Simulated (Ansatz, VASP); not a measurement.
## Cross-check of Ta (Ta(100) film of 2 layers) between VASP and Ansatz

One calculation is typed for both programs; each brings its own data sets. How far apart do they land? The cell is taken from a series of runs on this material, whose earlier steps may have relaxed, scaled, displaced or heated it; both programs get it as it stands.

Program: Ansatz 0.2.0. Level of theory: plane waves, with VASP 6.6.1 beside it; PBEsol. Results are calculated unless marked as measured.

## 1. The starting structure

The cell holds 2 atoms: 2 Ta. Cell: a = 3.310 Å, b = 3.310 Å, c = 12.655 Å, α = 90.0°, β = 90.0°, γ = 90.0°. It derives from Ta. Vacuum lies along c.

Structure file:

```xyz
2
Lattice="3.3100 0.0000 0.0000 0.0000 3.3100 0.0000 0.0000 0.0000 12.6550" Properties=species:S:1:pos:R:3
Ta    0.0000    0.0000    5.5000
Ta    1.6550    1.6550    7.1550
```

## 2. VASP: single point, PBEsol

With cell and atoms fixed, the geometry can't cause a difference; cores, projectors, grids and the points listed under the comparison can.

Lines of VASP's logs that name or quote its potential files are left out, and so is its time.

INCAR reads:

```
SYSTEM = Ta
PREC = Accurate
ENCUT = 400
EDIFF = 1E-06
NELM = 120
ISMEAR = 0
SIGMA = 0.1
LREAL = .FALSE.
ALGO = Normal
GGA = PS
NBANDS = 17
LASPH = .TRUE.
LORBIT = 11
LWAVE = .FALSE.
LCHARG = .FALSE.
ISIF = 2
LDIPOL = .TRUE.
IDIPOL = 3
DIPOL = 0.5 0.5 0.5
LVHAR = .TRUE.
GGA_COMPAT = .FALSE.
NELMDL = -8
```

POSCAR reads:

```
Ta
1.0
    3.3100000000      0.0000000000      0.0000000000
    0.0000000000      3.3100000000      0.0000000000
    0.0000000000      0.0000000000     12.6550000000
Ta
2
Direct
    0.0000000000      0.0000000000      0.4346108300
    0.5000000000      0.5000000000      0.5653891700
```

KPOINTS reads:

```
Automatic mesh
0
Gamma
6 6 1
0 0 0
```

The projector-augmented-wave data sets are Ta_pv (PBE family, release 64).

Launch:

```sh
$ mpirun -np 1 vasp_std
```

Numbers of over 12 decimals in the logs are rounded to 6 here.

What it wrote:

```text
[banner, memory and clock lines left out]
running    1 mpi-ranks, on    1 nodes
 distrk:  each k-point on    1 cores,    1 groups
 distr:  one band on    1 cores,    1 groups

 POSCAR found type information on POSCAR Ta
 POSCAR found :  1 types and       2 ions
|                                                                             |
|               ----> ADVICE to this user running VASP <----                  |
|                                                                             |
|     You enforced a specific xc type in the INCAR file but a different       |
|     [... a line on the potential file left out ...]
|     I HOPE YOU KNOW WHAT YOU ARE DOING!                                     |
|                                                                             |

 LDA part: xc-table for (Slater+PW92), standard interpolation
 POSCAR, INCAR and KPOINTS ok, starting setup
 FFT: planning ... GRIDC
 FFT: planning ... GRID_SOFT
 FFT: planning ... GRID
 WAVECAR not read
 entering main loop
       N       E                     dE             d eps       ncg     rms          rms(c)
DAV:   1     0.103794207499E+03    0.10379E+03   -0.11026E+04   420   0.867E+02
DAV:   2    -0.188052719952E+02   -0.12260E+03   -0.12133E+03   469   0.232E+02
DAV:   3    -0.228106478612E+02   -0.40054E+01   -0.39088E+01   442   0.390E+01
DAV:   4    -0.228933356503E+02   -0.82688E-01   -0.82400E-01   463   0.541E+00
DAV:   5    -0.228949133451E+02   -0.15777E-02   -0.15766E-02   519   0.586E-01
DAV:   6    -0.228949526935E+02   -0.39348E-04   -0.39343E-04   528   0.638E-02
DAV:   7    -0.228949531463E+02   -0.45286E-06   -0.45303E-06   510   0.544E-03
DAV:   8    -0.228949531594E+02   -0.13047E-07   -0.12702E-07   320   0.917E-04    0.130E+01
DAV:   9    -0.209969589145E+02    0.18980E+01   -0.42977E+00   382   0.125E+01    0.538E+00
DAV:  10    -0.206889793654E+02    0.30798E+00   -0.12708E+00   388   0.708E+00    0.772E-01
DAV:  11    -0.206805844633E+02    0.83949E-02   -0.58558E-02   442   0.173E+00    0.318E-01
DAV:  12    -0.206779790362E+02    0.26054E-02   -0.11388E-02   413   0.555E-01    0.131E-01
DAV:  13    -0.206780788194E+02   -0.99783E-04   -0.12212E-03   372   0.197E-01    0.569E-02
DAV:  14    -0.206781892900E+02   -0.11047E-03   -0.62689E-04   380   0.117E-01    0.281E-02
DAV:  15    -0.206786397061E+02   -0.45042E-03   -0.37681E-04   438   0.594E-02    0.219E-02
DAV:  16    -0.206791514286E+02   -0.51172E-03   -0.15866E-04   418   0.610E-02    0.105E-02
DAV:  17    -0.206793213346E+02   -0.16991E-03   -0.30235E-05   419   0.260E-02    0.377E-03
DAV:  18    -0.206793282486E+02   -0.69141E-05   -0.28134E-06   347   0.760E-03    0.259E-03
DAV:  19    -0.206793331181E+02   -0.48695E-05   -0.14629E-06   311   0.491E-03    0.774E-04
DAV:  20    -0.206793333202E+02   -0.20208E-06   -0.12827E-07   228   0.305E-03
   1 F= -.20679333E+02 E0= -.20676660E+02  d E =-.534758E-02
```

Parts of OUTCAR (step 2):

```text
ion  position               nearest neighbor table
   1  0.000  0.000  0.435-   2 2.87   2 2.87   2 2.87   2 2.87
   2  0.500  0.500  0.565-   1 2.87   1 2.87   1 2.87   1 2.87

  LATTYP: Found a simple tetragonal cell.
 ALAT       =     3.3100000000
 C/A-ratio  =     3.8232628399

 Subroutine GETGRP returns: Found 16 space group operations
 (whereof  8 operations were pure point group operations)

The static configuration has the point symmetry C_4v.
 The point group associated with its full space group is D_4h.

 Found     10 irreducible k-points:

   k-points           NKPTS =     10   k-points in BZ     NKDIM =     10   number of bands    NBANDS=     17

   dimension x,y,z NGX =    24 NGY =   24 NGZ =   84
   dimension x,y,z NGXF=    48 NGYF=   48 NGZF=  168

   ENCUT  =  400.0 eV  29.40 Ry    5.42 a.u.   5.40  5.40 20.64*2*pi/ulx,y,z

   NELECT =      22.0000    total number of electrons

 k-points in reciprocal lattice and weights: Automatic mesh
   0.00000000  0.00000000  0.00000000       0.028
   0.16666667  0.00000000  0.00000000       0.111
   0.33333333  0.00000000  0.00000000       0.111
   0.50000000  0.00000000  0.00000000       0.056
   0.16666667  0.16666667  0.00000000       0.111
   0.33333333  0.16666667  0.00000000       0.222
   0.50000000  0.16666667  0.00000000       0.111
   0.33333333  0.33333333  0.00000000       0.111
   0.50000000  0.33333333  0.00000000       0.111
   0.50000000  0.50000000  0.00000000       0.028

 dipolmoment           0.000000      0.000000     -0.000000 electrons x Angstroem

 average (electrostatic) potential at core
       1 -44.1978       2 -44.1978

 E-fermi :  -1.1739

 k-point     1 :       0.0000    0.0000    0.0000
  band No.  band energies     occupation
    ...
      6     -35.6989      2.00000
      7      -7.5439      2.00000
      8      -4.5582      2.00000
      9      -4.2208      2.00000
     10      -1.8685      2.00000
     11      -0.8130      0.00000
     12      -0.8003      0.00000
     13      -0.8003      0.00000
     14      -0.6832      0.00000
     15       0.0630      0.00000
    ...

 k-point     2 :       0.1667    0.0000    0.0000
  band No.  band energies     occupation
    ...
      7      -7.0265      2.00000
      8      -4.4457      2.00000
      9      -3.7438      2.00000
     10      -1.8488      2.00000
     11      -1.2832      1.87759
     12      -0.9531      0.00179
     13      -0.6357      0.00000
     14      -0.4276      0.00000
     15      -0.3412      0.00000
     16       1.4269      0.00000
    ...

 k-point     3 :       0.3333    0.0000    0.0000
  band No.  band energies     occupation
    ...
      9      -2.4495      2.00000
     10      -2.0705      2.00000
     11      -1.4193      1.99948
     12      -1.3732      1.99518
     13      -1.3351      1.97739
     14       0.3568      0.00000
     15       0.6763      0.00000
     16       0.7371      0.00000
     17       2.4439      0.00000

  Total       -8.4369605     -8.4369605     -4.0085992      0.0000000      0.0000000      0.0000000
  in kB      -97.4941286    -97.4941286    -46.3217634      0.0000000      0.0000000      0.0000000
  external PRESSURE =     -80.4366735 kB  Pullay stress =       0.0000000 kB

  energy-cutoff  :      400.00
  volume of cell :      138.65
      direct lattice vectors                 reciprocal lattice vectors
     3.310000000  0.000000000  0.000000000     0.302114804  0.000000000  0.000000000
     0.000000000  3.310000000  0.000000000     0.000000000  0.302114804  0.000000000
     0.000000000  0.000000000 12.655000000     0.000000000  0.000000000  0.079020150

 POSITION                                       TOTAL-FORCE (eV/Angst)
 -----------------------------------------------------------------------------------
      0.00000      0.00000      5.50000         0.000000      0.000000      2.412025
      1.65500      1.65500      7.15500        -0.000000      0.000000     -2.412025
 -----------------------------------------------------------------------------------
    total drift:                                0.000000      0.000000     -0.000000

  FREE ENERGIE OF THE ION-ELECTRON SYSTEM (eV)
  ---------------------------------------------------
  free  energy   TOTEN  =       -20.6793333202 eV

  energy  without entropy=      -20.6739857437  energy(sigma->0) =      -20.67665953

 vacuum level on the upper side and lower side of the slab         2.973         2.973

 total charge
# of ion       s       p       d       tot
------------------------------------------
    1        0.383   6.057   2.236   8.677
    2        0.383   6.057   2.236   8.677
--------------------------------------------------
tot          0.767  12.115   4.472  17.354

[... 3 further parts left out ...]
```

The run ends at a pressure of -8.04 GPa, with forces up to 2.4 eV/Å.

## 3. Ansatz: single point, PBEsol

Ansatz runs on its PAW soft_1 files.

The same cell, functional, mesh and smearing now go to Ansatz, which takes its cutoff from its data sets.

input.yaml reads:

```yaml
crystal:
  lattice:
    - [3.31, 0.0, 0.0]
    - [0.0, 3.31, 0.0]
    - [0.0, 0.0, 12.655]
  atoms:
    - { symbol: Ta, position: [0.0, 0.0, 0.43461083] }
    - { symbol: Ta, position: [0.5, 0.5, 0.56538917] }
  periodic: [true, true, false]
kpoints:
  mp_grid: { grid: [6, 6, 1] }
hamiltonian:
  xc: pbesol
  pseudopotentials: { kind: paw, azcp: { folder: soft_1 }, xc_functional: pbe }
scf:
  occupations: { method: gaussian, width: 0.1 }
output:
  forces: true
  stress: true
  eigenvalues: true
```

Launch:

```sh
$ ansatz run input.yaml --threads 8 --pin off --max-ram 20480MiB --backend cpu --events-out ev --progress --plain --runs-dir out
```

What it wrote:

```text
Warning: crystal.periodic: the lattice vector that does not repeat stood 0.000° off the slab's normal, 12.655 Å along it as the deck builds it. The run solves the slab on a vector along the normal, 27.110 Å long, with every atom where it was (on the deck's vector they left 11.00 Å outside them, and the widest stretch free of ions among them is 1.65 Å). A fractional position that the run reports is one of the run's ce [...]
crystal.periodic: the lattice vector that does not repeat stood 0.000° off the slab's normal, 12.655 Å along it as the deck builds it. The run solves the slab on a vector along the normal, 27.110 Å long, with every atom where it was (on the deck's vector they left 11.00 Å outside them, and the widest stretch free of ions among them is 1.65 Å). A fractional position that the run reports is one of the run's cell, which [...]
Engine: ansatz 0.2.0, aarch64-unknown-linux-gnu
Pseudopotentials: kind: paw
Pseudopotential: Ta, paw, valence charge 13, recommended cutoff 420 eV (normal), soft_1/Ta.paw.azcp
Functional definition: PBEsol
  exchange = pbesol_x
  correlation = pbesol_c
Crystal: 2 atoms, lattice volume = 297.020 Å³
Basis set: ecut = 420 eV, 5883 PW (Γ), exchange–correlation on 48×48×384 points (8 copies of the dense FFT grid, shifted against one another)
Bands: 17, of which v1, the nominal top of the filled ones, is band 13 counted from 1 (12 counted from 0)
Symmetry: 16 space group operations
Space group: P4/nmm (ITA 129), of the structure as read, at distance tolerance 6.7e-5 Å
k-points: 10 of 36
Non-local potential: Ta, projectors of the file, l = 0: 3, l = 1: 2, l = 2: 2, l = 3: 1
PAW form: soft (Blöchl's): semilocal exchange-correlation on the pseudo side does not see the compensation charge
PAW frozen core: Ta, regenerated for the run's functional, and the local potential with it (the file was generated under x = pbe(κ = 0.804, μ = 0.219515), c = pbe(β = 0.066725))
PAW one-centre angular grid: Ta, 590 points (default); XC on 64 Gauss nodes
Initial density: superposition of atomic densities (neutral atoms: chi_scale 0, normalization atom)
Initial wavefunctions: pseudopotential atomic-orbital guess
Functional: x = pbesol(κ = 0.804, μ = 0.123457), c = pbesol(β = 0.046)
SCF iter   1: F=—  HF=-19612.310536 eV  |F-HF|=—  |Δ(HF+E_count)|=         —  Δρ=2.65e-2  dr2=8.05e0  ethr=3.10e-3  ⟨swp⟩=11.2  Hψ=1330  notcnv=0
preconditioner: auto → LDOS  [metal: Δε(μ)=0.071 eV  Ē_g=3.741 eV  σ=0.100 eV  W_gap=0.35  n_scr=14 (ndim 8)  ℏωp=6.8 eV  f_vac=0.749  D(μ)=4.34/eV (n_scr^D=14)  β→1.0]
SCF iter   2: F=—  HF=-19610.919625 eV  |F-HF|=—  |Δ(HF+E_count)|=    1.39e0  Δρ=1.86e-2  dr2=3.45e0  ethr=3.10e-3  ⟨swp⟩=4.8  Hψ=528  notcnv=0  defer=2
SCF iter   3: F=—  HF=-19610.387065 eV  |F-HF|=—  |Δ(HF+E_count)|=   5.33e-1  Δρ=3.43e-3  dr2=1.06e-1  ethr=3.10e-3  ⟨swp⟩=3.8  Hψ=446  notcnv=0  defer=2
SCF iter   4: F=—  HF=-19610.374453 eV  |F-HF|=—  |Δ(HF+E_count)|=   1.26e-2  Δρ=7.15e-4  dr2=1.55e-3  ethr=4.06e-4  ⟨swp⟩=2.9  Hψ=348  notcnv=0  defer=1
SCF iter   5: F=—  HF=-19610.374736 eV  |F-HF|=—  |Δ(HF+E_count)|=   2.83e-4  Δρ=1.28e-4  dr2=4.22e-5  ethr=5.97e-6  ⟨swp⟩=4.0  Hψ=390  notcnv=0  defer=1
SCF iter   6: F=—  HF=-19610.374869 eV  |F-HF|=—  |Δ(HF+E_count)|=   1.33e-4  Δρ=2.91e-5  dr2=8.95e-6  ethr=1.62e-7  ⟨swp⟩=3.4  Hψ=379  notcnv=0  defer=1
SCF iter   7: F=—  HF=-19610.374872 eV  |F-HF|=—  |Δ(HF+E_count)|=   2.26e-6  Δρ=8.42e-6  dr2=2.58e-7  ethr=3.44e-8  ⟨swp⟩=2.7  Hψ=253  notcnv=0  defer=1
SCF iter   8: F=-19610.374872 eV  HF=-19610.374872 eV  |F-HF|=1.66e-8  |Δ(HF+E_count)|=   1.96e-7  Δρ=1.30e-6  dr2=5.63e-9  ethr=3.85e-10  ⟨swp⟩=12.4  Hψ=1131  notcnv=0
SCF 1 converged in 8 iterations: F = -19610.374872 eV  dr2 = 5.63e-9
  greatest PAW one-centre occupation: 0.999 electrons in one spin orbital (limit 2), on the Ta atom at site 1 (counted from 0), in its partial waves of l = 0
SCF converged after 8 iterations
Free energy (F): -19610.374872 eV
Harris-Foulkes:  -19610.374872 eV  (|F-HF|=1.66e-8)
Internal energy: -19610.369586 eV  (E = F + TS)
E sigma→0 (E₀):  -19610.372229 eV
Entropy (-TS):   -0.005286 eV (-2.643 meV/atom)
Fermi energy:    -4.147028 eV
--- Per-component energies (eV) ---
  E_band       = -819.756859
  E_kinetic    = 773.556267
  E_local      = -33116.882745  (includes V_loc(G=0)·N_el)
  E_nonlocal   = -17.701837
  E_hartree    = 16103.144826
  E_xc         = -629.476434
  E_vxc        = -456.305287  (∫ρ·V_xc dr)
  E_paw        = -16361.540318  (= ΣΔE_a)
  E_vpaw       = -208.715692  (= ΣTr[D̂ρ^β])
  E_aug_tail   = 0.000196  (compensation charges beyond the density's cutoff)
  E_ewald      = 13638.103033
  E_core_change = 0.427426  (= ΣΔE_core)
  E_smearing   = -0.005286  (= −TS)
  E_closure    = -0.000000  (closes the sum)
  Σ components = -19610.374872   (vs F -19610.374872, Δ=0.00e0)
--- Forces (eV/Å), atoms counted from 1 ---
  atom   1  Ta     0.00000000     0.00000000     2.40935152
  atom   2  Ta     0.00000000     0.00000000    -2.40935152
  max |Σ_I F_I| component: 0.00e0 eV/Å
--- 2D stress c σ (N/m, compression-positive) ---
      -12.311465       0.000000       0.000000
        0.000000     -12.311465       0.000000
        0.000000       0.000000       0.000000
  P = ½ c Tr σ = -12.3115 N/m
--- Band table (eV; the first three rows and the last of 10) ---
  k-point 0: bands = [... 9 lower, -7.5386, -7.1979, -4.8461, -3.7774, -3.7725, -3.7725, -3.6627, -2.9085]
  k-point 1: bands = [... 9 lower, -7.4245, -6.7215, -4.8247, -4.2563, -3.9254, -3.6081, -3.4030, -3.3134]
  k-point 2: bands = [... 9 lower, -7.5034, -5.4248, -5.0449, -4.3919, -4.3456, -4.3109, -2.6221, -2.3005]
  k-point 9: bands = [... 9 lower, -6.9690, -6.0242, -6.0242, -3.3440, -3.3440, -1.7535, -1.7535, -1.3293]
```

Reading the cycles: dr2 is the Hartree energy of the density residual (eV), the measure of convergence; HF is the Harris–Foulkes estimate of the energy, which meets the free energy F at convergence.

## 4. Differences

Known differences besides the potentials themselves: Ansatz cuts the interaction across the vacuum, VASP repeats the sheet with a dipole correction (LDIPOL); the data sets hold 26 valence electrons in Ansatz (on its PAW soft_1 files) and 22 in VASP; the cutoff is 420 eV in Ansatz and 400 eV in VASP; Ansatz makes its cores anew for this functional, VASP keeps those of its PBE data sets. Total energies have different zeros and are not compared.

Forces (eV/Å; atoms numbered as in POSCAR):

```csv
atom,"Ansatz x, y, z","VASP x, y, z"
Ta1,"0.000, 0.000, 2.409","0.000, 0.000, 2.412"
Ta2,"0.000, 0.000, -2.409","0.000, 0.000, -2.412"
```

The forces differ by 1.5 meV/Å r.m.s., which is 0.1 % of the r.m.s. force of 1.393 eV/Å (both taken over all components). Where the cell holds vacuum, a pressure given here is an average over it and none of the material.

## 5. Outcome

- r.m.s. force difference (single point, PBEsol): 0.11 % of the r.m.s. force

In words: The r.m.s. force difference is 0.11 % of the r.m.s. force (single point, PBEsol), within the 3 % picked in this series as the mark of a large difference. The data sets hold unlike numbers of valence electrons (26 in Ansatz and 22 in VASP), so part of the differences may come from the potentials. Such differences can come from data sets, numerical settings and the points named under the comparisons, not from the functional's error against experiment.

[Lines on the potential files, build, host, timing and source positions are cut from VASP's logs without a mark.]

[Logs are printed without paths, hosts, clocks, repeated set-up lines and the standing remarks that a program may print on its own settings, such as how far it seeks lower states.]

[Hosts, paths, dates, database ids (printed as entryN), source tags and the programs' standing remarks are cut or masked in the printed files.]
